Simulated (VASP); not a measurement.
Level of theory: PBEsol GGA, VASP's PBE PAW potentials (set 64) (plane waves; VASP).

A VASP calculation is set up with these files.

POSCAR:
```
GaSb
1
    0.0000000000     3.0500000000     3.0500000000
    3.0500000000     0.0000000000     3.0500000000
    3.0500000000     3.0500000000     0.0000000000
Ga Sb
1 1
Direct
  0.0000000000   0.0000000000   0.0000000000
  0.2500000000   0.2500000000   0.2500000000
```

### KPOINTS
```
Automatic mesh
0
Gamma
8 8 8
0 0 0
```

INCAR:
```
ISIF = 2   ! forces and stress, cell fixed
LMAXMIX = 4   ! l cut-off of mixed one-centre charges
ENCUT = 300   ! plane-wave cut-off (eV)
ALGO = Normal
LCHARG = .False.
SYSTEM = GaSb
NELM = 100
ISMEAR = -1
PREC = Accurate
GGA = PS   ! PBEsol
SIGMA = 0.01
LREAL = .False.
LWAVE = .False.
EDIFF = 1E-6   ! SCF stop (eV)
LASPH = .True.   ! aspherical one-centre terms
```

POTCAR, in this order: Ga_d Sb (PBE.64 set). Program: vasp_std.

At this cut-off the stress carries a Pulay error, which pulls relaxed volumes low. Unless said otherwise, spin-orbit coupling is left out, though it shifts the bands of the heavy elements here.

**Question.** Predict the energy per atom (σ→0), band gap (on the k-mesh).

**Answer.** 
* **energy per atom (σ→0)**: -4.074 eV/atom
* **band gap (on the k-mesh)**: 0.05 eV

OSZICAR:
```
...
DAV:   6    -0.817405740988E+01    0.74450E-01   -0.95212E-02   990   0.585E+00    0.188E+00
DAV:   7    -0.814720194772E+01    0.26855E-01   -0.52341E-02   899   0.225E+00    0.362E-01
DAV:   8    -0.814722970234E+01   -0.27755E-04   -0.52444E-03   981   0.105E+00    0.980E-02
DAV:   9    -0.814750652304E+01   -0.27682E-03   -0.49147E-04   835   0.198E-01    0.363E-02
DAV:  10    -0.814750367320E+01    0.28498E-05   -0.21524E-05   945   0.419E-02    0.858E-03
DAV:  11    -0.814751494948E+01   -0.11276E-04   -0.13642E-05   809   0.283E-02    0.406E-03
DAV:  12    -0.814751517969E+01   -0.23021E-06   -0.44899E-07   617   0.688E-03
   1 F= -.81475152E+01 E0= -.81474982E+01  d E =-.339187E-04
```

The structure is a typed GaSb crystal (F-43m). The cell was not relaxed at this level. The run is one of a series of settings (GGA = PS against the base run), some of them coarse on purpose.
